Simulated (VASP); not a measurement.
OSZICAR of a VASP run on Pb (fcc):

File OSZICAR:
```
       N       E                     dE             d eps       ncg     rms          rms(c)
DAV:   1     0.103922470815E+03    0.10392E+03   -0.72451E+03  2309   0.145E+03
DAV:   2     0.131305941164E+01   -0.10261E+03   -0.10087E+03  2324   0.335E+02
DAV:   3    -0.345287388902E+01   -0.47659E+01   -0.47367E+01  2721   0.824E+01
DAV:   4    -0.356976820699E+01   -0.11689E+00   -0.11683E+00  2765   0.142E+01
DAV:   5    -0.357485829597E+01   -0.50901E-02   -0.50895E-02  2919   0.268E+00    0.484E-01
DAV:   6    -0.356675930943E+01    0.80990E-02   -0.14289E-02  2820   0.222E+00    0.246E-01
DAV:   7    -0.356496017359E+01    0.17991E-02   -0.61872E-03  2738   0.139E+00    0.885E-02
DAV:   8    -0.356495996944E+01    0.20415E-06   -0.39111E-04  2686   0.377E-01    0.103E-02
DAV:   9    -0.356495619777E+01    0.37717E-05   -0.10209E-05  3111   0.594E-02    0.502E-03
DAV:  10    -0.356495615731E+01    0.40463E-07   -0.11116E-06  2489   0.105E-02    0.367E-04
DAV:  11    -0.356495627856E+01   -0.12125E-06   -0.33727E-08  1462   0.311E-03    0.101E-04
DAV:  12    -0.356495627883E+01   -0.27421E-09   -0.71689E-09  1342   0.142E-03
   1 F= -.35649563E+01 E0= -.35649563E+01  d E =0.000000E+00
```

**Question.** Which electronic solver shows in the log?

**Answer.** It is blocked Davidson (ALGO = Normal, or the opening steps of other solvers). The INCAR had ALGO = Normal.

**Question.** Can the final energy be trusted as converged?

**Answer.** The calculation finished and met its thresholds. It stopped with EDIFF = 1E-7, NELM = 100 (PBE GGA, plane waves, VASP's PBE PAW potentials (set 64)).

The compound is Pb in the fcc structure. It was relaxed first.
